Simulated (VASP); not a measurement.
# InSbN2 with LDA: from relaxation to properties

Aim: relax InSbN2, then compute properties on the relaxed cell. The steps: rough relaxation of the start cell, full relaxation (LDA), single point with fields (LDA), band structure (LDA), density of states (LDA), optical spectrum (LDA), volume scan with LDA and fit for LDA. The cell is invented: it takes the structure of a Materials Project entry for InGaN2 (space group 156 there), with some of its atoms replaced by other elements, volume scaled by an estimate. It may not be a known or stable phase.

Main program and level: VASP 6.6.1; LDA; plane waves and PAW (Sb, In_d, N); invented cell.

## 1. Starting point

Before any relaxation, the start is as follows. It takes space group P3m1 (No. 156, trigonal). The conventional cell has a = 3.612 Å, b = 3.612 Å, c = 5.899 Å, α = 90.00°, β = 90.00°, γ = 120.00°. Nearest to Sb lie 4 N at 2.06 to 2.18 Å. In has 4 N at 2.26 to 2.34 Å nearest. Nearest to N lie 1 Sb at 2.06 Å and 3 In at 2.26 Å. N has 3 Sb at 2.18 Å and 1 In at 2.34 Å nearest. It derives from InGaN2. it takes the structure of a Materials Project entry for InGaN2 (space group 156 there), with some of its atoms replaced by other elements, volume scaled by an estimate. Farther neighbours and most contacts between anions are not listed.

As a file:

```xyz
4
Lattice="3.6121 0.0000 0.0000 -1.8061 3.1282 0.0000 0.0000 0.0000 5.8992" Properties=species:S:1:pos:R:3 pbc="T T T"
Sb    1.8061    1.0427    2.9222
In    0.0000    0.0000    5.8898
N     1.8061    1.0427    0.8590
N     0.0000    0.0000    3.5526
```

## 2. Rough relaxation of the start cell

The start is only an estimate, so a cheap relaxation brings it near a minimum before any careful run. LDA, the lowest rung, knows the local density alone.

INCAR reads:

```
SYSTEM = InSbN2
PREC = Normal
ENCUT = 520
EDIFF = 1E-05
NELM = 60
ISMEAR = 0
SIGMA = 0.05
LREAL = .FALSE.
ALGO = Fast
GGA = CA
NBANDS = 20
LORBIT = 11
LWAVE = .FALSE.
LCHARG = .FALSE.
KPAR = 2
IBRION = 2
NSW = 40
ISIF = 3
EDIFFG = -0.04
```

POSCAR reads:

```
InSbN2
1.0
    3.6121260000      0.0000000000      0.0000000000
   -1.8060630000      3.1281920000      0.0000000000
    0.0000000000      0.0000000000      5.8992120000
Sb In N
1 1 2
Direct
    0.6666666700      0.3333333300      0.4953560000
    0.0000000000      0.0000000000      0.9984020000
    0.6666666700      0.3333333300      0.1456170000
    0.0000000000      0.0000000000      0.6022240000
```

KPOINTS reads:

```
Automatic mesh
0
Gamma
5 5 3
0 0 0
```

Potentials, in the order of the species: Sb, In_d and N (LDA family, release 64).

Started as:

```sh
mpirun -np 2 vasp_std
```

Log:

```text
[banner, memory and clock lines left out]
running    2 mpi-ranks, on    1 nodes
 distrk:  each k-point on    1 cores,    2 groups
 distr:  one band on    1 cores,    1 groups

 POSCAR found type information on POSCAR SbInN
 POSCAR found :  3 types and       4 ions
 LDA part: xc-table for (Slater(with rela. corr.)+CA(PZ))
 , standard interpolation
 POSCAR, INCAR and KPOINTS ok, starting setup
 FFT: planning ... GRIDC
 FFT: planning ... GRID_SOFT
 FFT: planning ... GRID
 WAVECAR not read
 entering main loop
       N       E                     dE             d eps       ncg     rms          rms(c)
DAV:   1     0.238197293826E+03    0.23820E+03   -0.12734E+04   480   0.153E+03
DAV:   2     0.310930620374E+01   -0.23509E+03   -0.22627E+03   520   0.384E+02
DAV:   3    -0.268088574183E+02   -0.29918E+02   -0.28886E+02   616   0.128E+02
DAV:   4    -0.282092474107E+02   -0.14004E+01   -0.13692E+01   572   0.280E+01
DAV:   5    -0.282652140376E+02   -0.55967E-01   -0.55888E-01   696   0.580E+00    0.129E+01
RMM:   6    -0.244261595247E+02    0.38391E+01   -0.13444E+01   520   0.199E+01    0.555E+00
RMM:   7    -0.241912396027E+02    0.23492E+00   -0.12259E+00   514   0.114E+01    0.314E+00
RMM:   8    -0.241545233822E+02    0.36716E-01   -0.28692E-01   520   0.344E+00    0.154E+00
RMM:   9    -0.241398011419E+02    0.14722E-01   -0.96036E-02   551   0.249E+00    0.421E-01
RMM:  10    -0.241374738921E+02    0.23272E-02   -0.33897E-02   551   0.129E+00    0.196E-01
RMM:  11    -0.241377888991E+02   -0.31501E-03   -0.68039E-03   609   0.689E-01    0.181E-01
RMM:  12    -0.241376486087E+02    0.14029E-03   -0.10627E-03   615   0.246E-01    0.127E-01
RMM:  13    -0.241375739746E+02    0.74634E-04   -0.10509E-03   502   0.200E-01    0.553E-02
RMM:  14    -0.241375241007E+02    0.49874E-04   -0.11444E-04   473   0.127E-01    0.220E-02
RMM:  15    -0.241375229073E+02    0.11933E-05   -0.39775E-05   400   0.473E-02
   1 F= -.24137523E+02 E0= -.24135700E+02  d E =-.241375E+02
 curvature:   0.00 expect dE= 0.000E+00 dE for cont linesearch  0.000E+00
 trial: gam= 0.00000 g(F)=  0.945E-01 g(S)=  0.376E-01 ort = 0.000E+00 (trialstep = 0.100E+01)
 search vector abs. value=  0.132E+00
 bond charge predicted
       N       E                     dE             d eps       ncg     rms          rms(c)
DAV:   1    -0.242909699947E+02   -0.15345E+00   -0.16013E+01   480   0.296E+01    0.191E+00
RMM:   2    -0.242704306826E+02    0.20539E-01   -0.32839E-01   516   0.514E+00    0.898E-01
RMM:   3    -0.242560190106E+02    0.14412E-01   -0.73052E-02   545   0.254E+00    0.434E-01
RMM:   4    -0.242518463560E+02    0.41727E-02   -0.22633E-02   538   0.135E+00    0.227E-01
RMM:   5    -0.242519065829E+02   -0.60227E-04   -0.56293E-03   606   0.702E-01    0.148E-01
RMM:   6    -0.242519758188E+02   -0.69236E-04   -0.10897E-03   628   0.274E-01    0.774E-02
RMM:   7    -0.242519837210E+02   -0.79022E-05   -0.16008E-04   483   0.976E-02    0.217E-02
RMM:   8    -0.242519816591E+02    0.20619E-05   -0.36834E-05   381   0.564E-02
   2 F= -.24251982E+02 E0= -.24249971E+02  d E =-.114459E+00
[... from here on, the cycles between the ionic steps are left out ...]
   3 F= -.24348527E+02 E0= -.24347244E+02  d E =-.211004E+00
   4 F= -.24349398E+02 E0= -.24348214E+02  d E =-.211875E+00
   5 F= -.24365661E+02 E0= -.24363846E+02  d E =-.162631E-01
   6 F= -.24369150E+02 E0= -.24367571E+02  d E =-.197519E-01
   7 F= -.24405061E+02 E0= -.24401500E+02  d E =-.359106E-01
   8 F= -.24450624E+02 E0= -.24448102E+02  d E =-.814741E-01
   9 F= -.24453385E+02 E0= -.24450286E+02  d E =-.842349E-01
  10 F= -.24462510E+02 E0= -.24458942E+02  d E =-.912545E-02
  11 F= -.24468763E+02 E0= -.24465442E+02  d E =-.153780E-01
  12 F= -.24474935E+02 E0= -.24471290E+02  d E =-.617240E-02
  13 F= -.24476285E+02 E0= -.24472592E+02  d E =-.752210E-02
  14 F= -.24476587E+02 E0= -.24473029E+02  d E =-.302430E-03
  15 F= -.24476881E+02 E0= -.24473249E+02  d E =-.595599E-03
  16 F= -.24477287E+02 E0= -.24473717E+02  d E =-.406321E-03
  17 F= -.24477329E+02 E0= -.24473779E+02  d E =-.448506E-03
 curvature:  -1.44 expect dE=-0.415E-03 dE for cont linesearch -0.280E-06
 trial: gam= 0.58878 g(F)=  0.122E-03 g(S)=  0.167E-03 ort = 0.114E-04 (trialstep = 0.153E+01)
 search vector abs. value=  0.534E-03
 bond charge predicted
       N       E                     dE             d eps       ncg     rms          rms(c)
DAV:   1    -0.244793960223E+02   -0.20653E-02   -0.18899E-01   612   0.499E+00    0.305E-01
RMM:   2    -0.244779282998E+02    0.14677E-02   -0.48258E-03   484   0.838E-01    0.150E-01
RMM:   3    -0.244780490141E+02   -0.12071E-03   -0.13950E-03   559   0.348E-01    0.161E-01
RMM:   4    -0.244775866205E+02    0.46239E-03   -0.45390E-04   516   0.218E-01    0.308E-02
RMM:   5    -0.244775765653E+02    0.10055E-04   -0.17938E-04   565   0.118E-01    0.305E-02
RMM:   6    -0.244775769928E+02   -0.42753E-06   -0.33768E-05   371   0.580E-02
  18 F= -.24477577E+02 E0= -.24474028E+02  d E =-.247897E-03
 trial-energy change:   -0.000248  1 .order   -0.000240   -0.000452   -0.000028
 step:   1.6331(harm=  1.6331)  dis= 0.00426  next Energy=   -24.477570 (dE=-0.241E-03)
 reached required accuracy - stopping structural energy minimisation
```

Wall time 70 s (2 MPI ranks of Intel Xeon Platinum 8375C at 2.90GHz (Ice Lake), shared host); peak memory 0.28 GiB; 2.3 min of CPU time.

The logs omit lines about the potential files and the build; timing stands in the text.

From OUTCAR (step 2):

```text
ion  position               nearest neighbor table
   1  0.667  0.333  0.495-   3 2.06   4 2.18   4 2.18   4 2.18   2 3.60   2 3.60   2 3.60   2 3.63
                             2 3.63   2 3.63
   2  0.000  0.000  0.998-   3 2.26   3 2.26   3 2.26   4 2.34   1 3.60   1 3.60   1 3.60   1 3.63
                             1 3.63   1 3.63
   3  0.667  0.333  0.146-   1 2.06   2 2.26   2 2.26   2 2.26
   4  0.000  0.000  0.602-   1 2.18   1 2.18   1 2.18   2 2.34

  LATTYP: Found a hexagonal cell.
 ALAT       =     3.6121260000
 C/A-ratio  =     1.6331689426

 Subroutine GETGRP returns: Found  6 space group operations
 (whereof  6 operations were pure point group operations)

The static configuration has the point symmetry C_3v.

 Found     12 irreducible k-points:

   k-points           NKPTS =     12   k-points in BZ     NKDIM =     12   number of bands    NBANDS=     20

   dimension x,y,z NGX =    20 NGY =   20 NGZ =   36
   dimension x,y,z NGXF=    40 NGYF=   40 NGZF=   72

   ENCUT  =  520.0 eV  38.22 Ry    6.18 a.u.   6.72  6.72 10.97*2*pi/ulx,y,z

   NELECT =      28.0000    total number of electrons

 k-points in reciprocal lattice and weights: Automatic mesh
   0.00000000  0.00000000  0.00000000       0.013
   0.20000000 -0.00000000  0.00000000       0.080
   0.40000000 -0.00000000  0.00000000       0.080
   0.20000000  0.20000000  0.00000000       0.080
   0.40000000  0.20000000  0.00000000       0.080
   0.00000000  0.00000000  0.33333333       0.027
   0.20000000 -0.00000000  0.33333333       0.080
   0.00000000  0.20000000  0.33333333       0.080
   0.40000000 -0.00000000  0.33333333       0.080
   0.00000000  0.40000000  0.33333333       0.080
   0.20000000  0.20000000  0.33333333       0.160
   0.40000000  0.20000000  0.33333333       0.160

 average (electrostatic) potential at core
       1 -86.0020       2 -92.9551       3 -60.8861       4 -60.6864

 E-fermi :   8.3195

 k-point     1 :       0.0000    0.0000    0.0000
  band No.  band energies     occupation
    ...
     11       3.7932      2.00000
     12       5.6025      2.00000
     13       5.6941      2.00000
     14       5.6943      2.00000
     15       6.9142      2.00000
     16      11.0380      0.00000
     17      11.0381      0.00000
     18      13.1513      0.00000
     19      14.6955      0.00000
     20      14.6956      0.00000

 k-point     2 :       0.2000   -0.0000    0.0000
  band No.  band energies     occupation
    ...
     11       3.5398      2.00000
     12       5.3455      2.00000
     13       5.4603      2.00000
     14       6.2265      2.00000
     15       8.3303      0.75949
     16      10.3673      0.00000
     17      12.0710      0.00000
     18      12.7817      0.00000
     19      13.4622      0.00000
     20      14.9293      0.00000

 k-point     3 :       0.4000   -0.0000    0.0000
  band No.  band energies     occupation
    ...
     10       2.2077      2.00000
     11       2.5683      2.00000
     12       4.3974      2.00000
     13       5.0478      2.00000
     14       6.7331      2.00000
     15       9.3793      0.00000
     16      11.0745      0.00000
     17      11.7821      0.00000
     18      13.1740      0.00000
     19      13.8130      0.00000
    ...

  Total       -0.0532729     -0.0532729      0.0105623     -0.0000000      0.0000000      0.0000000
  in kB       -1.3208231     -1.3208223      0.2618776     -0.0000000      0.0000000      0.0000000
  external PRESSURE =      -0.7932559 kB  Pullay stress =       0.0000000 kB

  energy-cutoff  :      520.00
  volume of cell :       64.62
      direct lattice vectors                 reciprocal lattice vectors
     3.800898415  0.000000000 -0.000000000     0.263095692  0.151898416  0.000000000
    -1.900449208  3.291673568 -0.000000000    -0.000000000  0.303796831  0.000000000
     0.000000000 -0.000000000  5.164986968     0.000000000  0.000000000  0.193611331

 POSITION                                       TOTAL-FORCE (eV/Angst)
 -----------------------------------------------------------------------------------
      1.90045      1.09722      2.73679        -0.000000      0.000000     -0.023246
     -1.90045      3.29167      0.07556         0.000000     -0.000000      0.009530
      1.90045      1.09722      0.61175        -0.000000      0.000000     -0.018455
     -1.90045      3.29167      2.98874         0.000000     -0.000000      0.032171
 -----------------------------------------------------------------------------------
    total drift:                               -0.000007      0.000046      0.010236

  FREE ENERGIE OF THE ION-ELECTRON SYSTEM (eV)
  ---------------------------------------------------
  free  energy   TOTEN  =       -24.4775769928 eV

  energy  without entropy=      -24.4704792027  energy(sigma->0) =      -24.47402810

 reached required accuracy - stopping structural energy minimisation

 total charge
# of ion       s       p       d       tot
------------------------------------------
    1        1.252   1.035   0.113   2.400
    2        0.779   0.652   9.956  11.387
    3        1.260   2.308   0.000   3.568
    4        1.327   2.276   0.000   3.603
--------------------------------------------------
tot          4.618   6.271  10.069  20.958

[... 3 further parts left out ...]
```

The k-mesh is coarse for a metal. This relaxation is a rough one on cheap settings, only to bring the start near its minimum. The run keeps the 6 symmetry operations of its start, so it cannot find a distortion of lower symmetry.

Step by step:

| step | energy less that of the first step (eV) | largest force (eV/Å) | pressure (GPa) | volume (Å³) |
| --- | --- | --- | --- | --- |
| 1 | 0.0000 | 1.1359 | 0.30 | 66.66 |
| 2 | -0.1145 | 0.7230 | -0.75 | 66.95 |
| 3 | -0.2110 | 0.2787 | -1.95 | 67.38 |
| 4 | -0.2119 | 0.3333 | -1.98 | 67.43 |
| 5 | -0.2281 | 0.6703 | 2.57 | 64.76 |
| 6 | -0.2316 | 0.5626 | 1.06 | 65.54 |
| 7 | -0.2675 | 0.4535 | 0.88 | 65.27 |
| 8 | -0.3131 | 0.5473 | 1.01 | 64.32 |
| 9 | -0.3159 | 0.4302 | 0.88 | 64.58 |
| 10 | -0.3250 | 0.1345 | -2.29 | 65.82 |
| 11 | -0.3312 | 0.2538 | -1.07 | 65.32 |
| 12 | -0.3374 | 0.0583 | 0.82 | 64.05 |
| 13 | -0.3388 | 0.0602 | 0.21 | 64.42 |
| 14 | -0.3391 | 0.0994 | -0.35 | 64.65 |
| 15 | -0.3394 | 0.0613 | -0.13 | 64.56 |
| 16 | -0.3398 | 0.0401 | 0.06 | 64.47 |
| 17 | -0.3398 | 0.0413 | 0.17 | 64.44 |
| 18 | -0.3401 | 0.0322 | -0.08 | 64.62 |

| cell as run | before | after | change |
| --- | --- | --- | --- |
| a (Å) | 3.612 | 3.801 | +5.2 % |
| b (Å) | 3.612 | 3.801 | +5.2 % |
| c (Å) | 5.899 | 5.165 | -12.4 % |
| volume (Å³/atom) | 16.66 | 16.16 | -3.1 % |

The atoms that moved most (Å, as changes of fractional coordinates times the final cell):

| atom | dx | dy | dz | length |
| --- | --- | --- | --- | --- |
| Sb1 | 0.000 | 0.000 | 0.178 | 0.178 |
| N3 | 0.000 | 0.000 | -0.140 | 0.140 |
| N4 | 0.000 | 0.000 | -0.122 | 0.122 |
| In2 | 0.000 | 0.000 | 0.084 | 0.084 |

The relaxed structure:

```xyz
4
Lattice="3.8009 0.0000 0.0000 -1.9004 3.2917 0.0000 0.0000 0.0000 5.1650" Properties=species:S:1:pos:R:3 pbc="T T T"
Sb    1.9004    1.0972    2.7368
In    0.0000    0.0000    5.2405
N     1.9004    1.0972    0.6118
N     0.0000    0.0000    2.9887
```

This step gave:

| Property | Result |
| --- | --- |
| electrons | 28 |
| bands | 20 |
| irreducible k-points | 12 |
| symmetry operations | 6 |
| free energy (TOTEN) | -24.48 eV |
| energy at zero smearing | -24.47 eV |
| Fermi energy | 8.319 eV |
| pressure | -0.07933 GPa |
| metallic | yes |
| SCF cycles over all ionic steps | 149 |

It ends with a largest force of 0.032 eV/Å and a pressure of -0.08 GPa.

(Part 1 of 5 ends here.)

[Lines on the potential files, build, host, timing and source positions are cut from VASP's logs without a mark.]

[Logs are printed without paths, hosts, clocks, repeated set-up lines and the standing remarks that a program may print on its own settings, such as how far it seeks lower states.]

[Hosts, paths, dates, database ids (printed as entryN), source tags and the programs' standing remarks are cut or masked in the printed files.]

[A measured line is paired with the nearest computed mode of its activity, which favours agreement.]
